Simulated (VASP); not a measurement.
Given:

```yaml
crystal:
  lattice:
    - [0.00000, 2.96459, 2.96459]
    - [2.96459, 0.00000, 2.96459]
    - [2.96459, 2.96459, 0.00000]
  atoms:
    - { symbol: Al, position: [0.25000, 0.25000, 0.25000] }
    - { symbol: Al, position: [0.75000, 0.75000, 0.75000] }
    - { symbol: Au, position: [0.00000, 0.00000, 0.00000] }
```

These are r2SCAN+rVV10, VASP's PBE PAW potentials (set 64) (plane waves; VASP) values and carry that method's errors. Numerical set-up: 520 eV cut-off, 9×9×9 Γ-centred mesh, first-order Methfessel-Paxton smearing of 0.10 eV, potentials Al Au.

Task: Give the stress tensor in GPa (positive for a compressed cell).

Result: 
```
4.27  0.00  0.00
0.00  4.27  0.00
0.00  0.00  4.27
```
The pressure is its mean diagonal, 4.27 GPa.

The compound is AuAl2 in the fluorite structure. This cell is one point of a volume scan, at 0.97 of the reference volume. The electron count is odd and the run is not spin-polarised, which forces a metal.
